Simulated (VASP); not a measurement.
Consider the following.

```xyz
2
Lattice="0.0000 2.7478 2.7478 2.7478 0.0000 2.7478 2.7478 2.7478 0.0000" Properties=species:S:1:pos:R:3 pbc="T T T"
Zn     0.0000     0.0000     0.0000
S      1.3739     1.3739     1.3739
```

Calculation: revPBE GGA, VASP's PBE PAW potentials (set 64) (plane waves; VASP). Run with 520 eV cut-off, 9×9×9 Γ-centred mesh, tetrahedra with Blöchl corrections, potentials Zn S.

Question: What does the run give for the energy per atom (σ→0), band gap (on the k-mesh) with the smallest direct gap where there is one?

Answer: 
```
Item                                          Value
-----------------------------------  --------------
band gap (on the k-mesh)                    2.02 eV
smallest direct gap (on the k-mesh)         2.02 eV
energy per atom (σ→0)                -3.143 eV/atom
```

Only differences to runs with the same potentials and settings are physical.

The compound is ZnS in the zinc blende structure. It was relaxed first.
